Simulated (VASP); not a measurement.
Output of a VASP run:

OSZICAR:
```
       N       E                     dE             d eps       ncg     rms          rms(c)
DAV:   1     0.203032606893E+03    0.20303E+03   -0.13337E+04  2026   0.142E+03
DAV:   2     0.519060197762E+01   -0.19784E+03   -0.19489E+03  2052   0.374E+02
DAV:   3    -0.635539308111E+01   -0.11546E+02   -0.11458E+02  2414   0.100E+02
DAV:   4    -0.663772290889E+01   -0.28233E+00   -0.28128E+00  2362   0.162E+01
DAV:   5    -0.664759171171E+01   -0.98688E-02   -0.98563E-02  2420   0.293E+00    0.337E+00
DAV:   6    -0.659974736150E+01    0.47844E-01   -0.11660E-01  2164   0.331E+00    0.230E+00
DAV:   7    -0.659440811311E+01    0.53392E-02   -0.43266E-02  2222   0.210E+00    0.909E-01
DAV:   8    -0.659361003710E+01    0.79808E-03   -0.54341E-03  2088   0.611E-01    0.107E-01
DAV:   9    -0.659366472288E+01   -0.54686E-04   -0.38355E-04  2452   0.177E-01    0.286E-02
DAV:  10    -0.659365571679E+01    0.90061E-05   -0.44463E-05  2190   0.709E-02    0.724E-03
DAV:  11    -0.659364669632E+01    0.90205E-05   -0.43799E-06  2362   0.231E-02    0.874E-03
DAV:  12    -0.659364985311E+01   -0.31568E-05   -0.11955E-06  2148   0.943E-03    0.620E-04
DAV:  13    -0.659364966935E+01    0.18377E-06   -0.72586E-08  1120   0.246E-03    0.200E-04
DAV:  14    -0.659364931843E+01    0.35091E-06   -0.98825E-09  1068   0.110E-03    0.261E-04
DAV:  15    -0.659364919287E+01    0.12556E-06   -0.30355E-09  1062   0.502E-04    0.145E-05
DAV:  16    -0.659364919290E+01   -0.23192E-10   -0.11538E-09  1044   0.287E-04
   1 F= -.65936492E+01 E0= -.65936492E+01  d E =0.000000E+00
```

File OUTCAR:
```
------------------------ aborting loop because EDIFF is reached ----------------------------------------
  FORCE on cell =-STRESS in cart. coord.  units (eV):
  Direction    XX          YY          ZZ          XY          YZ          ZX
  --------------------------------------------------------------------------------------
  Total       -0.0196798     -0.0196798     -0.0196798     -0.0000000     -0.0000000      0.0000000
  in kB       -0.5053928     -0.5053928     -0.5053928     -0.0000000     -0.0000000      0.0000000
  external PRESSURE =      -0.5053928 kB  Pullay stress =       0.0000000 kB
  volume of cell :       62.39
      direct lattice vectors                 reciprocal lattice vectors
     0.000000000  3.147921632  3.147921632    -0.158834958  0.158834958  0.158834958
     3.147921632  0.000000000  3.147921632     0.158834958 -0.158834958  0.158834958
     3.147921632  3.147921632  0.000000000     0.158834958  0.158834958 -0.158834958
 POSITION                                       TOTAL-FORCE (eV/Angst)
 -----------------------------------------------------------------------------------
      0.00000      0.00000      0.00000        -0.000000      0.000000      0.000000
      3.14792      3.14792      3.14792         0.000000     -0.000000     -0.000000
 -----------------------------------------------------------------------------------
    total drift:                                0.000000      0.000000      0.000000
  FREE ENERGIE OF THE ION-ELECTRON SYSTEM (eV)
  ---------------------------------------------------
  free  energy   TOTEN  =        -6.5936491929 eV

  energy  without entropy=       -6.5936491929  energy(sigma->0) =       -6.59364919

 total charge

# of ion       s       p       d       tot
------------------------------------------
    1        1.097   0.505   9.638  11.240
    2        1.516   1.360   9.911  12.787
--------------------------------------------------
tot          2.614   1.865  19.549  24.027
```
(Selected blocks of OUTCAR.)

**POSCAR**
```
TlBi
1
    0.0000000000     3.1479216321     3.1479216321
    3.1479216321     0.0000000000     3.1479216321
    3.1479216321     3.1479216321     0.0000000000
Tl Bi
1 1
Direct
  0.0000000000   0.0000000000   0.0000000000
  0.5000000000   0.5000000000   0.5000000000
```

Problem. Reconstruct the remaining input files.

Solution. Several could match; the one computed here: the input of the run itself, PBEsol GGA, plane waves, VASP's PBE PAW potentials (set 64).

### INCAR
```
ALGO = Normal
EDIFF = 1E-7
ENCUT = 400
GGA = PS
ISIF = 2
ISMEAR = -5
LASPH = .TRUE.
LCHARG = .TRUE.
LMAXMIX = 4
LORBIT = 11
LREAL = .FALSE.
LWAVE = .FALSE.
NEDOS = 601
NELM = 100
PREC = Accurate
SYSTEM = TlBi
```

### KPOINTS
```
Automatic mesh
0
Gamma
11 11 11
0 0 0
```

POTCAR, in this order: Tl_d Bi_d (PBE.64 set). Program: vasp_std.

For a metal the tetrahedron method with Blöchl corrections gives inexact stress and forces.

The structure was generated: TlBi was put into the rock salt type (Fm-3m), which need not be its known phase. It was relaxed first.
